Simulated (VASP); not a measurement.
Given:

```xyz
1
Lattice="-2.1263 2.1263 2.1263 2.1263 -2.1263 2.1263 2.1263 2.1263 -2.1263" Properties=species:S:1:pos:R:3 pbc="T T T"
Na     2.1263     2.1263     2.1263
```

Level of theory: r2SCAN meta-GGA, VASP's PBE PAW potentials (set 64) (plane waves; VASP). Numerical set-up: 520 eV cut-off, 14×14×14 Γ-centred mesh, tetrahedra with Blöchl corrections, potentials Na_pv.

### Question
Give the energies of bands 4 to 6 at the high-symmetry points, in eV from the Fermi level.

### Answer

```csv
band,Γ,H,N,P
4,-3.45,4.61,0.68,2.75
5,12.14,4.61,1.35,2.75
6,12.14,5.13,8.48,2.75
```

It has no gap at this level: it comes out as a metal or semimetal.

The compound is Na in the bcc structure. It was relaxed first.
